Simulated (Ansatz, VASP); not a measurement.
## Two plane-wave programs on YbB2

INCAR

```
ALGO     = Normal         # electronic algorithm
EDIFF    = 1E-8           # SCF threshold, eV
ENCUT    = 520            # plane-wave cutoff, eV
GGA      = PE             # functional
ISIF     = 2              # what is computed and relaxed
ISMEAR   = -1             # smearing method
LASPH    = True           # aspherical terms in the spheres
LCHARG   = False          # write CHGCAR
LEFG     = True         
LREAL    = False          # projectors in reciprocal space
LWAVE    = False          # write WAVECAR
NBANDS   = 22             # bands
NELM     = 100            # most SCF steps
PREC     = Accurate       # precision mode
SIGMA    = 0.05           # smearing width, eV
```

File KPOINTS:

```
k-points
0
Gamma
  13 13 10
```

File POSCAR:

```
YbB2
1.0
    3.2502989738      0.0000000000      0.0000000000
   -1.6251494869      2.8148414812      0.0000000000
    0.0000000000      0.0000000000      3.7315000000
Yb B
1 2
Direct
    0.0000000000      0.0000000000      0.0000000000
    0.3333333333      0.6666666667      0.5000000000
    0.6666666667      0.3333333333      0.5000000000
```

Input for Ansatz:

```yaml
crystal:
  lattice:
    - [3.2502989738, 0.0, 0.0]
    - [-1.6251494869, 2.8148414812, 0.0]
    - [0.0, 0.0, 3.7315]
  atoms:
    - { symbol: Yb, position: [0.0, 0.0, 0.0] }
    - { symbol: B, position: [0.3333333333, 0.6666666667, 0.5] }
    - { symbol: B, position: [0.6666666667, 0.3333333333, 0.5] }
kpoints:
  mp_grid: { grid: [13, 13, 10] }
  band_path:
    path:
      - [0.0, 0.0, 0.0]
      - [0.5, 0.0, 0.0]
      - [0.3333333333, 0.3333333333, 0.0]
      - [0.0, 0.0, 0.0]
      - [0.0, 0.0, 0.5]
      - [0.5, 0.0, 0.5]
      - [0.3333333333, 0.3333333333, 0.5]
      - [0.0, 0.0, 0.5]
      - [0.5, 0.0, 0.5]
    npoints: 8
scf:
  occupations: { method: fermi_dirac, width: 0.05 }
hamiltonian:
  xc: pbe
  pseudopotentials: { kind: paw }
output:
  forces: true
  stress: true
  eigenvalues: true
  efg: { contact_densities: true }
  populations: true
  bader: true
  dos: { projected: true, de: 0.2, e_range: [-14, 8] }
```

Alike in both runs: task electric field gradients; functional PBE; k mesh 13 × 13 × 10; occupations fermi-dirac, width 0.05 eV; no spin polarisation.

|  | VASP | Ansatz |
| --- | --- | --- |
| version | VASP 6.6.1 | Ansatz 0.2.0 |
| potentials or method | VASP PAW PBE potentials, release 64 (Yb, B) | PAW with Ansatz's default frozen-core files, scalar-relativistic |
| plane-wave cutoff (eV) | 520 | 420 |
| valence electrons in the cell | 30 | 30 |

Ansatz gave:

```
pressure (GPa)                                                 : 2.3
largest component of the traceless stress (GPa)                : 5.68
Vzz of the field gradient on the site that differs most (V/Å²) : -54.3
```

Task: Estimate VASP's values.

Result: Pressure (GPa): 2.6; largest component of the traceless stress (GPa): 5.79; Vzz of the field gradient on the site that differs most (V/Å²): -40.9.

The functional is the same, so the differences come from potentials, cutoffs and numerics. Ansatz warned: «gradients_without_spin_orbit».

Caveats: without U or exact exchange the open f shell lies at the Fermi level, which spoils levels, moments and volumes. The runs have no spin-orbit coupling, so splittings on Yb are missing. Spin polarisation is off, so any magnetic state and its effect on volume and gap are missing.
